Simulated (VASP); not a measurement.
# CdSe (F-43m) in VASP: elastic constants with PBE

Aim: the elastic constants of CdSe with PBE.

Everything below comes from runs of VASP 6.6.1. Logs are shortened: lines on timing, memory, paths and dates and some standing lists are left out, and cuts for length are marked.

## 1. The crystal as given

The structure is cubic, space group F-43m (No. 216). The conventional cell has a = 6.196 Å, b = 6.196 Å, c = 6.196 Å, α = 90.00°, β = 90.00°, γ = 90.00°. Around Cd (site symmetry -43m) lie 4 Se at 2.68 Å. Around Se (site symmetry -43m) lie 4 Cd at 2.68 Å.

Measurements of this composition are mostly on another form, of space group No. 186.

## 2. Elastic constants, PBE

Input file INCAR:

```
SYSTEM = CdSe
ALGO = Normal
EDIFF = 1E-8
ENCUT = 600
GGA = PE
IBRION = 6
ISIF = 3
ISMEAR = 0
LASPH = .True.
LCHARG = .False.
LREAL = .False.
LWAVE = .False.
NBANDS = 16
NELM = 100
NFREE = 2
NSW = 1
POTIM = 0.015
PREC = Accurate
SIGMA = 0.01
```

Input file KPOINTS:

```
k-points
0
Gamma
  10 10 10
  0 0 0
```

Input file POSCAR:

```
CdSe
1.0
    0.0000000000      3.0978510447      3.0978510447
    3.0978510447      0.0000000000      3.0978510447
    3.0978510447      3.0978510447      0.0000000000
Cd Se
1 1
Direct
    0.0000000000      0.0000000000      0.0000000000
    0.7500000000      0.7500000000      0.7500000000
```

Potentials or basis: VASP PAW PBE potentials, release 64 (Cd, Se).

On the command line:

```sh
cat potpaw_PBE.64/Cd/POTCAR potpaw_PBE.64/Se/POTCAR > POTCAR
mpirun -np 1 vasp_std > vasp.out
```

OUTCAR:

```text
SYSTEM = CdSe
   EDIFF = 1E-8
   ENCUT = 600
   GGA = PE
   IBRION = 6
   ISIF = 3
   ISMEAR = 0
   LASPH = .True.
   LREAL = .False.
   NELM = 100
   NFREE = 2
   NSW = 1
   POTIM = 0.015
   PREC = Accurate

 ion  position               nearest neighbor table
   1  0.000  0.000  0.000-   2 2.68   2 2.68   2 2.68   2 2.68
   2  0.750  0.750  0.750-   1 2.68   1 2.68   1 2.68   1 2.68

  LATTYP: Found a face centered cubic cell.
 ALAT       =     6.1957020894

  Lattice vectors:

 A1 = (   0.0000000000,   3.0978510447,   3.0978510447)
 A2 = (   3.0978510447,   0.0000000000,   3.0978510447)
 A3 = (   3.0978510447,   3.0978510447,   0.0000000000)

Analysis of symmetry for initial positions (statically):
=====================================================================
 Subroutine PRICEL returns:
 Original cell was already a primitive cell.

 Routine SETGRP: Setting up the symmetry group for a
 face centered cubic supercell.

 Subroutine GETGRP returns: Found 24 space group operations
 (whereof 24 operations were pure point group operations)
 out of a pool of 48 trial point group operations.

The static configuration has the point symmetry T_d .

Analysis of symmetry for dynamics (positions and initial velocities):
=====================================================================
 Subroutine PRICEL returns:
 Original cell was already a primitive cell.

 Routine SETGRP: Setting up the symmetry group for a
 face centered cubic supercell.

 Subroutine GETGRP returns: Found 24 space group operations
 (whereof 24 operations were pure point group operations)
 out of a pool of 48 trial point group operations.

The dynamic configuration has the point symmetry T_d .

[... 349 lines left out ...]
  band No.  band energies     occupation
      1     -11.7818      2.00000
      2      -7.2545      2.00000
      3      -7.2472      2.00000
      4      -7.2400      2.00000
      5      -6.9295      2.00000
      6      -6.9294      2.00000
[... 433 lines left out ...]
      3      -7.0826      2.00000
      4      -7.0360      2.00000
      5      -6.8916      2.00000
      6      -6.7759      2.00000
[... 8 lines left out ...]
     15      12.6005      0.00000
     16      13.8822      0.00000

 [... further k-points ...]

------------------------ aborting loop because EDIFF is reached ----------------------------------------

  FORCE on cell =-STRESS in cart. coord.  units (eV):
  Direction    XX          YY          ZZ          XY          YZ          ZX
  --------------------------------------------------------------------------------------
  -------------------------------------------------------------------------------------
  Total        0.0801844      0.0817514      0.0817514      0.0000000     -0.0774902      0.0000000
  in kB        2.1606723      2.2028958      2.2028958      0.0000000     -2.0880723      0.0000000
  external PRESSURE =       2.1888213 kB  Pullay stress =       0.0000000 kB
[... 17 lines left out ...]
  FREE ENERGIE OF THE ION-ELECTRON SYSTEM (eV)
  ---------------------------------------------------
  free  energy   TOTEN  =        -5.4991299777 eV

  energy  without entropy=       -5.4991299777  energy(sigma->0) =       -5.49912998

 INTERNAL STRAIN TENSORS FROM STRAINED CELLS
 ============================================

 INTERNAL STRAIN TENSOR FOR ION    1 for displacements in x,y,z  (eV/Angst):
          X           Y           Z          XY          YZ          ZX
  --------------------------------------------------------------------------------
  x    -0.00000    -0.00000     0.00000     0.00000    -5.17663    -0.00000
  y     0.00000     0.00000     0.00000     0.00000    -0.00000    -5.17662
  z     0.00000    -0.00000     0.00000    -5.17688    -0.00000    -0.00000

 INTERNAL STRAIN TENSORS FROM DISPLACED ATOMS
 ============================================

 INTERNAL STRAIN TENSOR FOR ION    1 for displacements in x,y,z  (eV/Angst):
          X           Y           Z          XY          YZ          ZX
  --------------------------------------------------------------------------------
  x     0.00000    -0.00000    -0.00000     0.00000    -5.16532     0.00000
  y    -0.00000     0.00000    -0.00000     0.00000     0.00000    -5.16532
  z    -0.00000    -0.00000     0.00000    -5.16532     0.00000     0.00000

 INTERNAL STRAIN TENSOR FOR ION    2 for displacements in x,y,z  (eV/Angst):
          X           Y           Z          XY          YZ          ZX
  --------------------------------------------------------------------------------
  x    -0.00000     0.00000     0.00000     0.00000     5.16725     0.00000
  y     0.00000     0.00000     0.00000     0.00000     0.00000     5.16725
  z     0.00000     0.00000    -0.00000     5.16725     0.00000     0.00000

 Eigenvectors and eigenvalues of the dynamical matrix
 ----------------------------------------------------

   1 f  =    4.699674 THz    29.528922 2PiTHz  156.764246 cm-1    19.436281 meV
             X         Y         Z           dx          dy          dz
      0.000000  0.000000  0.000000     0.000000    0.642230    0.000000
      4.646777  4.646777  4.646777     0.000000   -0.766512    0.000000
[... 21 lines left out ...]
   6 f/i=    0.000677 THz     0.004252 2PiTHz    0.022573 cm-1     0.002799 meV
             X         Y         Z           dx          dy          dz
      0.000000  0.000000  0.000000     0.000000    0.000000    0.766512
      4.646777  4.646777  4.646777     0.000000    0.000000    0.642230

--------------------------------------------------------------------------------------------------------

 ELASTIC MODULI CONTR FROM IONIC RELAXATION (kBar)
 Direction    XX          YY          ZZ          XY          YZ          ZX
 --------------------------------------------------------------------------------
 XX          -0.0000     -0.0000      0.0000     -0.0000      0.0000     -0.0000
 YY          -0.0000     -0.0000     -0.0000     -0.0000     -0.0000     -0.0000
 ZZ           0.0000     -0.0000     -0.0000      0.0000     -0.0000     -0.0000
 XY          -0.0000     -0.0000      0.0000   -171.5945     -0.0000      0.0000
 YZ           0.0000     -0.0000     -0.0000     -0.0000   -171.5945      0.0000
 ZX          -0.0000     -0.0000     -0.0000      0.0000      0.0000   -171.5945
 --------------------------------------------------------------------------------

 TOTAL ELASTIC MODULI (kBar)
 Direction    XX          YY          ZZ          XY          YZ          ZX
 --------------------------------------------------------------------------------
 XX         570.4918    398.5843    398.5843     -0.0000      0.0000     -0.0000
 YY         398.5843    570.4918    398.5843     -0.0000     -0.0000     -0.0000
 ZZ         398.5843    398.5843    570.4918      0.0000     -0.0000     -0.0000
 XY          -0.0000     -0.0000      0.0000    216.0529     -0.0000      0.0000
 YZ           0.0000     -0.0000     -0.0000     -0.0000    216.0529      0.0000
 ZX          -0.0000     -0.0000     -0.0000      0.0000      0.0000    216.0529
 --------------------------------------------------------------------------------
```

It took 31 min on 1 thread of Intel Xeon Platinum 8488C (Sapphire Rapids), shared host; peak memory 0.63 GiB.

Results:

```yaml
Elastic_constants_C11_C12_C44: 57, 40, 22 GPa
Voigt_bulk_modulus: 46 GPa
Highest_phonon_frequency_at_Γ_LO-TO_splitting_left_out: 157 cm⁻¹
```

Phonon frequencies in cm⁻¹ (negative: imaginary):
| q point | frequencies |
| --- | --- |
| (0.000, 0.000, 0.000) | 0 0 0 157 157 157 |

Elastic tensor in Voigt notation (GPa, in the Cartesian axes of the cell as first typed):
```
57 40 40  0  0  0
40 57 40  0  0  0
40 40 57  0  0  0
 0  0  0 22  0  0
 0  0  0  0 22  0
 0  0  0  0  0 22
```

Clamped-ion elastic tensor (GPa):
```
57 40 40  0  0  0
40 57 40  0  0  0
40 40 57  0  0  0
 0  0  0 39  0  0
 0  0  0  0 39  0
 0  0  0  0  0 39
```
